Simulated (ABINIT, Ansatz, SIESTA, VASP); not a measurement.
# MoN2: programs and potentials compared

```
CELL_PARAMETERS angstrom
4.34805 0.00000 0.00000
0.00000 4.34805 0.00000
0.00000 0.00000 2.76746
ATOMIC_POSITIONS crystal
Mo 0.00546 0.01441 0.98945
Mo 0.50382 0.50326 0.99801
N 0.61578 0.88571 0.49528
N 0.38349 0.11590 0.49763
N 0.10695 0.61302 0.50859
N 0.87787 0.38940 0.48793
```

The cell comes from a database or a generator and needn't be the stable form of this composition.

Atoms were shifted at random by some hundredths of an Å from the given cell, which wasn't relaxed again for these runs.

Alike in all runs: task single point; functional PBEsol; k mesh 6 × 6 × 10; occupations fermi-dirac, width 0.05 eV; no spin polarisation; no spin-orbit coupling. A missing gap at this level doesn't show that the real crystal is a metal. Pressure is positive in compression and, in plane waves, holds the error of the finite cutoff, which Ansatz's Pulay term estimates and takes out.

| program and potentials | plane-wave cutoff (eV) | notes | band gap (eV) | pressure (GPa) | largest force (eV/Å) | energy over the undisturbed cell (meV/atom) |
| --- | --- | --- | --- | --- | --- | --- |
| Ansatz, Ansatz PAW | 420 | potentials made for PBE, which Ansatz adapts in part; Pulay term of +0.68 GPa included | no gap | -14.93 | 1.456 | 20.05 |
| ABINIT, PseudoDojo NC SR PBEsol v0.4.1 standard | 1143 | - | no gap | -14.00 | 1.294 | 18.04 |
| VASP, PBE PAW files Mo_sv, N, 520 eV | 520 | potentials made for PBE | ? | ? | ? | - |
| SIESTA, files PseudoDojo sr-pbesol-0.4.1-standard, DZP (energy shift 0.003 Ry; two zetas on semicore shells) | - | atomic basis | no gap | -5.16 | 1.298 | 16.51 |

Task: Estimate from the other rows what the run with VASP, PBE PAW files Mo_sv, N, 520 eV gave.

Result: No band gap; pressure -14.34 GPa; largest force 1.353 eV/Å. The other rows, which needn't bracket it: pressure -14.93 to -5.16; largest force 1.294 to 1.456; energy over the undisturbed cell 16.51 to 20.05.
